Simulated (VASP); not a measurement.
Method: LDA (Ceperley-Alder, Perdew-Zunger), VASP's LDA PAW potentials (set 64) (plane waves; VASP).

Input for VASP

### INCAR
```
SYSTEM = LaB6
PREC = Accurate; ENCUT = 520; LREAL = .False.
LASPH = .True.
EDIFF = 1E-6; NELM = 100; ALGO = Normal
LMAXMIX = 6
ISMEAR = 1; SIGMA = 0.1
IBRION = 2; NSW = 60; ISIF = 3
EDIFFG = -0.02
LWAVE = .False.; LCHARG = .False.
```

**KPOINTS**
```
Automatic
0
gamma
 7 7 7
0 0 0
```

**POSCAR**
```
LaB6
1.0
  4.0995215128   0.0000000000   0.0000000000
  0.0000000000   4.0995215128   0.0000000000
  0.0000000000   0.0000000000   4.0995215128
La B
1 6
Cartesian
  0.0000000000   0.0000000000   0.0000000000
  3.2801573821   2.0497607564   2.0497607564
  2.0497607564   0.8193641307   2.0497607564
  2.0497607564   3.2801573821   2.0497607564
  0.8193641307   2.0497607564   2.0497607564
  2.0497607564   2.0497607564   3.2801573821
  2.0497607564   2.0497607564   0.8193641307
```

POTCAR, in this order: La B (LDA.64 set). Program: vasp_std.

The resulting files:

**OUTCAR**
```
 ion  position               nearest neighbor table
   1  0.000  0.000  0.000-
   2  0.800  0.500  0.500-   5 1.64   4 1.74   3 1.74   6 1.74   7 1.74
   3  0.500  0.200  0.500-   4 1.64   2 1.74   5 1.74   6 1.74   7 1.74
   4  0.500  0.800  0.500-   3 1.64   2 1.74   5 1.74   6 1.74   7 1.74
   5  0.200  0.500  0.500-   2 1.64   3 1.74   4 1.74   6 1.74   7 1.74
   6  0.500  0.500  0.800-   7 1.64   3 1.74   4 1.74   5 1.74   2 1.74
   7  0.500  0.500  0.200-   6 1.64   3 1.74   4 1.74   5 1.74   2 1.74
  LATTYP: Found a simple cubic cell.
 ALAT       =     4.0995215128
 Subroutine PRICEL returns:
 Original cell was already a primitive cell.
 Subroutine GETGRP returns: Found 48 space group operations
The static configuration has the point symmetry O_h .
The dynamic configuration has the point symmetry O_h .
 Subroutine INISYM returns: Found 48 space group operations
 Subroutine IBZKPT returns following result:
 Found     20 irreducible k-points:

 Following reciprocal coordinates:
            Coordinates               Weight
  0.000000  0.000000  0.000000      1.000000
  0.142857  0.000000  0.000000      6.000000
  0.285714  0.000000  0.000000      6.000000
  0.428571  0.000000  0.000000      6.000000
  0.142857  0.142857  0.000000     12.000000
  0.285714  0.142857  0.000000     24.000000
  0.428571  0.142857  0.000000     24.000000
  0.285714  0.285714  0.000000     12.000000
  0.428571  0.285714  0.000000     24.000000
  0.428571  0.428571  0.000000     12.000000
  0.142857  0.142857  0.142857      8.000000
  0.285714  0.142857  0.142857     24.000000
  0.428571  0.142857  0.142857     24.000000
  0.285714  0.285714  0.142857     24.000000
  0.428571  0.285714  0.142857     48.000000
  0.428571  0.428571  0.142857     24.000000
  0.285714  0.285714  0.285714      8.000000
  0.428571  0.285714  0.285714     24.000000
  0.428571  0.428571  0.285714     24.000000
...
```

OSZICAR:
```
       N       E                     dE             d eps       ncg     rms          rms(c)
DAV:   1     0.230272207246E+03    0.23027E+03   -0.11472E+04   720   0.209E+03
DAV:   2    -0.181814373994E+01   -0.23209E+03   -0.22059E+03   962   0.330E+02
DAV:   3    -0.569568381755E+02   -0.55139E+02   -0.50216E+02  1154   0.172E+02
DAV:   4    -0.595941468440E+02   -0.26373E+01   -0.26295E+01  1256   0.442E+01
DAV:   5    -0.596748779963E+02   -0.80731E-01   -0.80377E-01  1056   0.634E+00    0.912E+00
DAV:   6    -0.547570268202E+02    0.49179E+01   -0.13269E+01  1054   0.231E+01    0.427E+00
DAV:   7    -0.544233617318E+02    0.33367E+00   -0.50011E+00  1256   0.136E+01    0.177E+00
DAV:   8    -0.545304884306E+02   -0.10713E+00   -0.27732E+00  1244   0.172E+01    0.152E+00
DAV:   9    -0.543925997872E+02    0.13789E+00   -0.35537E-01  1220   0.539E+00    0.770E-01
DAV:  10    -0.543651320496E+02    0.27468E-01   -0.24916E-01  1210   0.455E+00    0.105E-01
DAV:  11    -0.543662696215E+02   -0.11376E-02   -0.10247E-02   960   0.743E-01    0.115E-01
DAV:  12    -0.543660609722E+02    0.20865E-03   -0.16641E-03  1328   0.395E-01    0.730E-02
DAV:  13    -0.543658242439E+02    0.23673E-03   -0.17294E-03  1214   0.401E-01    0.150E-02
DAV:  14    -0.543658295544E+02   -0.53105E-05   -0.56533E-05  1072   0.641E-02    0.804E-03
DAV:  15    -0.543658292583E+02    0.29609E-06   -0.49061E-06  1192   0.187E-02
   1 F= -.54365829E+02 E0= -.54364552E+02  d E =-.543658E+02
       N       E                     dE             d eps       ncg     rms          rms(c)
DAV:   1    -0.543657043345E+02    0.12522E-03   -0.26489E-02   786   0.100E+00    0.601E-02
DAV:   2    -0.543656705083E+02    0.33826E-04   -0.12060E-03  1184   0.387E-01    0.327E-02
DAV:   3    -0.543656309308E+02    0.39578E-04   -0.47337E-04  1080   0.132E-01    0.110E-02
DAV:   4    -0.543656228724E+02    0.80583E-05   -0.89659E-05  1164   0.767E-02    0.510E-03
DAV:   5    -0.543656227169E+02    0.15555E-06   -0.18830E-06   632   0.129E-02
   2 F= -.54365623E+02 E0= -.54364388E+02  d E =0.206541E-03
       N       E                     dE             d eps       ncg     rms          rms(c)
DAV:   1    -0.543659214739E+02   -0.29860E-03   -0.12769E-02   788   0.694E-01    0.410E-02
DAV:   2    -0.543659029146E+02    0.18559E-04   -0.57557E-04  1168   0.261E-01    0.224E-02
DAV:   3    -0.543658836087E+02    0.19306E-04   -0.22047E-04  1080   0.897E-02    0.730E-03
DAV:   4    -0.543658802407E+02    0.33680E-05   -0.44218E-05  1172   0.534E-02    0.375E-03
DAV:   5    -0.543658800565E+02    0.18419E-06   -0.96019E-07   530   0.947E-03
   3 F= -.54365880E+02 E0= -.54364616E+02  d E =-.507982E-04
```

**OUTCAR**
```
------------------------ aborting loop because EDIFF is reached ----------------------------------------
  FORCE on cell =-STRESS in cart. coord.  units (eV):
  Direction    XX          YY          ZZ          XY          YZ          ZX
  --------------------------------------------------------------------------------------
  Total       -0.0055269     -0.0055269     -0.0055269     -0.0000000     -0.0000000     -0.0000000
  in kB       -0.1285215     -0.1285215     -0.1285215     -0.0000000     -0.0000000     -0.0000000
  external PRESSURE =      -0.1285215 kB  Pullay stress =       0.0000000 kB
  volume of cell :       68.90
      direct lattice vectors                 reciprocal lattice vectors
     4.099572378 -0.000000000  0.000000000     0.243927880 -0.000000000 -0.000000000
     0.000000000  4.099572378 -0.000000000     0.000000000  0.243927880 -0.000000000
     0.000000000  0.000000000  4.099572378    -0.000000000  0.000000000  0.243927880
 POSITION                                       TOTAL-FORCE (eV/Angst)
 -----------------------------------------------------------------------------------
      0.00000      0.00000      0.00000         0.000000      0.000000      0.000000
      3.28069      2.04979      2.04979        -0.000137      0.000000      0.000000
      2.04979      0.81888      2.04979         0.000000      0.000137      0.000000
      2.04979      3.28069      2.04979         0.000000     -0.000137      0.000000
      0.81888      2.04979      2.04979         0.000137     -0.000000      0.000000
      2.04979      2.04979      3.28069         0.000000      0.000000     -0.000137
      2.04979      2.04979      0.81888         0.000000      0.000000      0.000137
 -----------------------------------------------------------------------------------
    total drift:                                0.000000      0.000000     -0.000000
  FREE ENERGIE OF THE ION-ELECTRON SYSTEM (eV)
  ---------------------------------------------------
  free  energy   TOTEN  =       -54.3658800565 eV

  energy  without entropy=      -54.3620880502  energy(sigma->0) =      -54.36461605

 reached required accuracy - stopping structural energy minimisation
```
(Selected blocks of OUTCAR.)

CONTCAR:
```
LaB6
   1.00000000000000
     4.0995723775919375   -0.0000000000000000    0.0000000000000000
     0.0000000000000000    4.0995723775919375   -0.0000000000000000
     0.0000000000000000    0.0000000000000000    4.0995723775919375
  La              B
     1     6
Direct
     0.0000000000000000    0.0000000000000000    0.0000000000000000
     0.8002529601079563    0.5000000000000000    0.5000000000000000
     0.5000000000000000    0.1997470398920437    0.5000000000000000
     0.5000000000000000    0.8002529601079563    0.5000000000000000
     0.1997470398920437    0.5000000000000000    0.5000000000000000
     0.5000000000000000    0.5000000000000000    0.8002529601079563
     0.5000000000000000    0.5000000000000000    0.1997470398920437
```

### OUTCAR
```
 val. band max:        8.8305065624   @ k =   0.1429   0.1429   0.0000

 cond. band min:       8.9286433625   @ k =   0.2857   0.2857   0.0000


 Fermi energy:         8.9191965800

 k-point     1 :       0.0000    0.0000    0.0000
  band No.  band energies     occupation
      1     -23.8450      2.00000
      2      -7.6579      2.00000
      3      -7.6579      2.00000
      4      -7.6579      2.00000
      5      -6.7169      2.00000
      6       0.8563      2.00000
      7       1.3932      2.00000
      8       1.3932      2.00000
      9       1.3932      2.00000
     10       1.9931      2.00000
     11       1.9931      2.00000
     12       7.0095      2.00000
     13       7.0095      2.00000
     14       7.0095      2.00000
     15       9.0904     -0.03608
     16       9.0904     -0.03608
     17       9.0904     -0.03608
     18      10.4989     -0.00000

 k-point     2 :       0.1429    0.0000    0.0000
  band No.  band energies     occupation
      1     -23.8392      2.00000
      2      -7.9265      2.00000
      3      -7.6392      2.00000
      4      -7.6392      2.00000
      5      -6.4471      2.00000
      6      -0.0101      2.00000
      7       1.3717      2.00000
      8       1.3717      2.00000
      9       1.5100      2.00000
     10       2.0805      2.00000
     11       3.0482      2.00000
     12       6.4858      2.00000
     13       6.4858      2.00000
     14       7.0750      2.00000
     15       8.2520      2.00000
     16       9.6841     -0.00000
     17       9.6841     -0.00000
     18      10.5184     -0.00000

 k-point     3 :       0.2857    0.0000    0.0000
  band No.  band energies     occupation
      1     -23.8263      2.00000
      2      -8.3290      2.00000
      3      -7.5965      2.00000
      4      -7.5965      2.00000
      5      -6.0149      2.00000
      6      -1.0285      2.00000
      7       1.3134      2.00000
      8       1.3134      2.00000
      9       1.8400      2.00000
...
```

The compound is LaB6 in the cab6 structure. This run relaxes it. Symmetry was kept, so distortions that lower it aren't found. The start is the result of an earlier pass. The electron count is odd and the run is not spin-polarised, which forces a metal.
